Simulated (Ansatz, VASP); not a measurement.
**TeIrSe (1T-IrSeTe monolayer): VASP beside Ansatz**

One calculation is typed for both programs; each brings its own data sets. How far apart do they land? The structure shown is the start of the Ansatz relaxation below; VASP solves that cell, so the two are compared at the walk's first step.

Main program and level: Ansatz 0.2.0; plane waves, with VASP 6.6.1 beside it; single point at PBEsol with D3(BJ).

**1. The structure**

The cell holds 3 atoms: 1 Te, 1 Ir and 1 Se. Cell: a = 3.685 Å, b = 3.685 Å, c = 36.803 Å, α = 90.0°, β = 90.0°, γ = 120.0°. Vacuum lies along c.

**2. Ansatz: relaxation, PBEsol with D3(BJ)**

Ansatz runs on its default PAW (the set named soft_2) files.

The two programs are compared at the cell with which this relaxation starts, whose forces are those of its first step.

input.yaml

```yaml
crystal:
  lattice:
    - [3.685307, 0.0, 0.0]
    - [-1.8426535, 3.1915694827, 0.0]
    - [0.0, 0.0, 36.8028290176]
  atoms:
    - { symbol: Te, position: [0.6666666667, 0.3333333333, 0.4605624201] }
    - { symbol: Ir, position: [0.0, 0.0, 0.5043453142], spin: 1.0 }
    - { symbol: Se, position: [0.3333333333, 0.6666666667, 0.5394375799] }
  periodic: [true, true, false]
magnetization:
  spin_polarized: true
kpoints:
  mp_grid: { grid: [12, 12, 1] }
hamiltonian:
  xc: pbesol
  dispersion: d3bj
scf:
  occupations: { method: fermi_dirac, width: 0.05 }
  convergence: { dr2_threshold: 1.0e-09 }
relax:
  f_tol: 0.004
  max_steps: 90
  cell: {}
output:
  write_potential: true
  write_density: true
  volumetric_format: npy
```

On the command line:

```console
$ ansatz run input.yaml --threads 4 --pin off --max-ram 6144MiB --backend cpu --events-out ev --progress --plain --runs-dir out
```

Numbers of over 12 decimals in the logs are rounded to 6 here.

What it wrote:

```text
Warning: relax.cell: scf.convergence.dr2_threshold = 1e-9 eV is looser than the 1.80198582388e-10 eV advised for a relaxation that steers and ends on the stress (1e-10 eV for each atom of the cell: 3, times the square of relax.cell.stress_2d_tol = 0.05 N/m over 12.9 Å (the atoms' height at the walk's start and 5 Å past either face), 3.875e-2 GPa, over a crystal's default 0.05). What an SCF threshold leaves in a stress goes as its square root, and in the free energy as the threshold itself, and one threshold admits the most on a small cell: [figures from the program's tests cut] Set scf.convergence.dr2_threshold to 1.80198582388e-10 eV or tighter. [rest of the remark cut]
Engine: ansatz 0.2.0, x86_64-unknown-linux-gnu
Pseudopotentials: kind: paw
Pseudopotential: Te, paw, valence charge 16, recommended cutoff 420 eV (normal), Te.paw.azcp
Pseudopotential: Ir, paw, valence charge 17, recommended cutoff 420 eV (normal), Ir.paw.azcp
Pseudopotential: Se, paw, valence charge 16, recommended cutoff 420 eV (normal), Se.paw.azcp
Functional definition: PBEsol
  exchange = pbesol_x
  correlation = pbesol_c
Crystal: 3 atoms, lattice volume = 432.872 Å³
Basis set: ecut = 420 eV, 8475 PW (Γ), exchange–correlation on 50×50×500 points (8 copies of the dense FFT grid, shifted against one another)
Bands: 30, of which v1, the nominal top of the filled ones, is band 25 counted from 1 (24 counted from 0)
Symmetry: 6 space group operations
Space group: P3m1 (ITA 156), of the structure as read, at distance tolerance 7.6e-5 Å
Magnetic group: BNS 156.49 (UNI 1279), of the structure as read, at distance tolerance 7.6e-5 Å
k-points: 19 of 144 (time reversal used)
Non-local potential: Te, projectors of the file, l = 0: 2, l = 1: 2, l = 2: 2, l = 3: 2
Non-local potential: Ir, projectors of the file, l = 0: 3, l = 1: 2, l = 2: 2, l = 3: 1
Non-local potential: Se, projectors of the file, l = 0: 2, l = 1: 2, l = 2: 3, l = 3: 1
PAW form: soft (Blöchl's): semilocal exchange-correlation on the pseudo side does not see the compensation charge
PAW frozen core: Te, regenerated for the run's functional, and the local potential with it (the file was generated under x = pbe(κ = 0.804, μ = 0.219515), c = pbe(β = 0.066725))
PAW frozen core: Ir, regenerated for the run's functional, and the local potential with it (the file was generated under x = pbe(κ = 0.804, μ = 0.219515), c = pbe(β = 0.066725))
PAW frozen core: Se, regenerated for the run's functional, and the local potential with it (the file was generated under x = pbe(κ = 0.804, μ = 0.219515), c = pbe(β = 0.066725))
PAW one-centre angular grid: Te, 590 points (default); XC on 64 Gauss nodes
PAW one-centre angular grid: Ir, 590 points (default); XC on 64 Gauss nodes
PAW one-centre angular grid: Se, 590 points (default); XC on 64 Gauss nodes
Initial density: superposition of atomic densities (neutral atoms: chi_scale 0, normalization atom)
Starting moments: Σ|m| = 1 μB on 1 of 3 sites
Initial wavefunctions: pseudopotential atomic-orbital guess
Functional: x = pbesol(κ = 0.804, μ = 0.123457), c = pbesol(β = 0.046)
iter 1 solved again at ethr=2.94e-3 eV; its pass at ethr=3.10e-3 eV (dr2=1.44e0 eV) is discarded
SCF iter   1: F=—  HF=-24125.228608 eV  |F-HF|=—  |Δ(HF+E_count)|=         —  Δρ=8.68e-3 (↑8.68e-3 ↓8.56e-3)  dr2=1.49e0  dr2_m=4.99e-2  M=0.686 μB ∫|m|=0.708 μB  β_m=0.30  ethr=2.94e-3  ⟨swp⟩=1.7  Hψ=10518  notcnv=0
Mixer restart at iter 1: flushing history
preconditioner: auto → LDOS  [metal: Δε(μ)=0.025 eV  Ē_g=8.969 eV  σ=0.050 eV  W_gap=0.12  n_scr=22 (ndim 8)  ℏωp=8.2 eV  f_vac=0.808  D(μ)=3.09/eV (n_scr^D=12)]
spin=Collinear: LDOS preconditioning applied to the charge; magnetization (m = ρ↑ − ρ↓) channel mixes plain (no charge-response kernel on spin).
SCF iter   2: F=—  HF=-24125.423748 eV  |F-HF|=—  |Δ(HF+E_count)|=   1.95e-1  Δρ=6.46e-3 (↑6.36e-3 ↓6.46e-3)  dr2=6.65e-1  dr2_m=3.89e-2  M=0.602 μB ∫|m|=0.624 μB  β_m=0.61  ethr=2.94e-3  ⟨swp⟩=3.5  Hψ=1898  notcnv=0  defer=4
SCF iter   3: F=—  HF=-24125.804819 eV  |F-HF|=—  |Δ(HF+E_count)|=   3.81e-1  Δρ=2.26e-3 (↑2.26e-3 ↓1.70e-3)  dr2=1.76e-2  dr2_m=1.32e-2  M=0.331 μB ∫|m|=0.351 μB  β_m=0.71  ethr=1.36e-3  ⟨swp⟩=4.6  Hψ=2303  notcnv=0  defer=25
[...]
the starting moments were not kept: the SCF closed with an absolute magnetisation of 5.0e-6 μB, where they sum to 1 μB in size (1 site). That is at most 0.1 of that sum. Measured as dr2_m measures the in/out step, that magnetisation stands 1.9e-12 eV from none, at or under the dr2_threshold of 1.0e-9 eV: it is no larger than a step whose dr2_m would equal this threshold.
SCF 7 converged in 5 iterations: F = -24125.885317 eV  dr2 = 3.72e-10
relax step   7: F+E_penalty+E_count = -24125.88531750 eV  Δ(F+E_penalty+E_count) = -3.769e-6 eV  max|allowed force component| = 4.567e-4 eV/Å  Δτ_max = 0.0005 Å  P = +0.001 N/m  Ω = 425.359 Å³  energy of the carried Pulay correction = +2.479e-4 eV  fix = [c, alpha, beta]  reactions: c +0.000 N/m  (5 SCF iters, accepted)
Initial wavefunctions: pseudopotential atomic-orbital guess (no wavefunctions were taken with the density)
iter 1 solved again at ethr=3.50e-7 eV; its pass at ethr=3.10e-3 eV (dr2=1.72e-4 eV) is discarded
[...]
SCF iter   4: F=—  HF=-24125.885061 eV  |F-HF|=—  |Δ(HF+E_count)|=   4.84e-8  Δρ=1.72e-7 (↑1.72e-7 ↓1.71e-7)  dr2=2.54e-10  dr2_m=1.50e-13  M=0.000 μB ∫|m|=0.000 μB  β_m=0.65  ethr=1.15e-11  ⟨swp⟩=2.4  Hψ=2278  notcnv=0
iter 5 met the thresholds in force, and the SCF goes on: an eigenvalue changes by 2.91 meV, over its tolerance of 0.05 meV (output.eigenvalues, Limitations)
SCF iter   5: F=-24125.885062 eV  HF=-24125.885062 eV  |F-HF|=2.30e-9  |Δ(HF+E_count)|=   1.44e-8  Δρ=5.13e-8 (↑5.06e-8 ↓5.13e-8)  dr2=7.66e-11  dr2_m=2.94e-14  M=0.000 μB ∫|m|=0.000 μB  β_m=0.65  ethr=1.00e-12  ⟨swp⟩=13.5  Hψ=8868  notcnv=0
iter 6 met the thresholds in force, and the SCF goes on: an eigenvalue changes by 0.93 meV, over its tolerance of 0.05 meV (output.eigenvalues, Limitations)
SCF iter   6: F=-24125.885062 eV  HF=-24125.885062 eV  |F-HF|=4.18e-10  |Δ(HF+E_count)|=   1.87e-9  Δρ=1.37e-8 (↑1.37e-8 ↓1.28e-8)  dr2=6.15e-12  dr2_m=6.32e-15  M=0.000 μB ∫|m|=0.000 μB  β_m=1.00  ethr=1.00e-12  ⟨swp⟩=8.4  Hψ=6669  notcnv=0
Mixer restart at iter 6: flushing history
iter 7 met the thresholds in force, and the SCF goes on: an eigenvalue changes by 0.11 meV, over its tolerance of 0.06 meV (output.eigenvalues, Limitations)
SCF iter   7: F=-24125.885062 eV  HF=-24125.885062 eV  |F-HF|=4.87e-10  |Δ(HF+E_count)|=  4.55e-10  Δρ=4.16e-8 (↑4.13e-8 ↓4.16e-8)  dr2=4.70e-10  dr2_m=6.32e-16  M=0.000 μB ∫|m|=0.000 μB  β_m=1.00  ethr=1.00e-12  ⟨swp⟩=7.9  Hψ=6152  notcnv=0  κ⁻¹=1.0e0(r=1)
SCF iter   8: F=-24125.885062 eV  HF=-24125.885062 eV  |F-HF|=1.46e-11  |Δ(HF+E_count)|=  3.64e-11  Δρ=1.39e-8 (↑1.37e-8 ↓1.39e-8)  dr2=1.12e-11  dr2_m=5.58e-16  M=0.000 μB ∫|m|=0.000 μB  ethr=1.00e-12  ⟨swp⟩=7.3  Hψ=5807  notcnv=0
the starting moments were not kept: the SCF closed with an absolute magnetisation of 4.7e-8 μB, where they sum to 1 μB in size (1 site). That is at most 0.1 of that sum. Measured as dr2_m measures the in/out step, that magnetisation stands 1.8e-16 eV from none, at or under the dr2_threshold of 1.0e-9 eV: it is no larger than a step whose dr2_m would equal this threshold.
SCF 8 converged in 8 iterations: F = -24125.885062 eV  dr2 = 1.12e-11
relax step   8: F+E_penalty+E_count = -24125.88506150 eV  Δ(F+E_penalty+E_count) = +2.560e-4 eV  max|allowed force component| = 4.968e-4 eV/Å  Δτ_max = 0.0000 Å  P = +0.003 N/m  Ω = 425.359 Å³  fix = [c, alpha, beta]  reactions: c +0.000 N/m  stress off target by 3.01e-3 N/m on what of the cell is left free  SCF on the basis re-selected at this cell (its energy is not comparable with the rows above)  (8 SCF iters)
basis re-selected at this cell: Δ(F+E_penalty+E_count) = +2.560e-4 eV, ΔP = +0.002 N/m vs the last step (what re-selecting the basis moved, of the pressure what is left beyond the Pulay correction that the steps carried, after the strain that the cell walked since its last selection, with what the two solves' SCF thresholds leave and, on support functions, any second-order correction that the steps lacked; it is no m [...]
SCF converged after 8 iterations
an eigenvalue changed by more than its tolerance at an iteration that met the thresholds in force, so the SCF went on 3 times, its first undamped step at iteration 6: the last check found none over its tolerance
Magnetization: 0.0000 μB (24.5000 up, 24.5000 down)
Absolute magnetization: 0.0000 μB (∫|ρ↑−ρ↓|, with the PAW one-centre terms)
Spin contamination: 0.0000 ħ² per cell (⟨S²⟩ above its minimum at these occupations)
Per-site moments (μB) at R_I (Å): [(9.471737328341077e-9, 1.102209), (1.042156059516826e-8, 1.007592), (4.556909335769449e-10, 1.007592)]
Free energy (F): -24125.885062 eV
Harris-Foulkes:  -24125.885062 eV  (|F-HF|=1.46e-11)
Internal energy: -24125.866572 eV  (E = F + TS)
E sigma→0 (E₀):  -24125.875817 eV
Entropy (-TS):   -0.018490 eV (-6.163 meV/atom)
Fermi energy:    -4.836485 eV
--- Per-component energies (eV) ---
  E_band       = -1669.333297
  E_kinetic    = 925.599394
  E_local      = -150673.940655  (includes V_loc(G=0)·N_el)
  E_nonlocal   = -821.720254
  E_hartree    = 74901.565866
  E_xc         = -493.152779
  E_vxc        = -501.881985  (∫ρ·V_xc dr)
  E_paw        = -15543.498098  (= ΣΔE_a)
  E_vpaw       = -400.520312  (= ΣTr[D̂ρ^β])
  E_aug_tail   = -0.000753  (compensation charges beyond the density's cutoff)
  E_ewald      = 67578.451143
  E_disp       = -0.818987  (pairwise vdW)
  E_core_change = 1.648550  (= ΣΔE_core)
  E_smearing   = -0.018490  (= −TS)
  E_closure    = 0.000000  (closes the sum)
  Σ components = -24125.885062   (vs F -24125.885062, Δ=0.00e0)
--- Forces (eV/Å), atoms counted from 1 ---
  atom   1  Te    -0.00000000    -0.00000000    -0.00047362
  atom   2  Ir    -0.00000000     0.00000000    -0.00002295
  atom   3  Se     0.00000000     0.00000000     0.00049687
  max |Σ_I F_I| component: 2.98e-7 eV/Å
--- 2D stress c σ (N/m, compression-positive) ---
        0.003007      -0.000000      -0.000000
        0.000000       0.003007       0.000000
       -0.000000       0.000000       0.000000
  P = ½ c Tr σ = 0.0030 N/m
--- Band table (eV; the first three rows and the last of 38) ---
  k-point 0 ↑: bands = [... 21 lower, -6.9161, -5.4027, -4.5421, -4.5421, -1.4162, -1.4162, -1.0269, -0.2765, ... 1 higher]
  k-point 1 ↑: bands = [... 21 lower, -6.8399, -5.6321, -4.5465, -4.5095, -2.0991, -1.5888, -0.7712, -0.1568, ... 1 higher]
  k-point 2 ↑: bands = [... 21 lower, -6.8414, -5.8364, -4.5940, -4.5274, -3.0305, -1.8934, -0.3222, 0.1543, ... 1 higher]
  k-point 18 ↓: bands = [... 21 lower, -8.1730, -6.5766, -5.6579, -5.2470, -3.6966, -2.3343, -0.0315, 2.0508, ... 1 higher]
  the weakly bound empty levels are not read free of the cell's end (no_gap_told)
--- Relaxed structure (7 steps of the walk, 6 accepted, 1 SCFs on fresh bases) ---
  F+E_penalty+E_count = -24125.88506150 eV   max|allowed force component| = 4.968e-4 eV/Å   (the final SCF, on the basis selected at the relaxed cell)
  cell:  # Å, volume = 425.3592 Å³
    - [3.653188, 0, 0]
    - [-1.826594, 3.163754, 0]
    - [0, 0, 36.8028290176]
  atoms:
    - { symbol: Te, position: [0.666667, 0.333333, 0.460573] }
    - { symbol: Ir, position: [0, 0, 0.505148] }
    - { symbol: Se, position: [0.333333, 0.666667, 0.538624] }
```

[end of part 1 of 2]

[Lines on the potential files, build, host, timing and source positions are cut from VASP's logs without a mark.]

[Logs are printed without paths, hosts, clocks, repeated set-up lines and the standing remarks that a program may print on its own settings, such as how far it seeks lower states.]

[Hosts, paths, dates, database ids (printed as entryN), source tags and the programs' standing remarks are cut or masked in the printed files.]
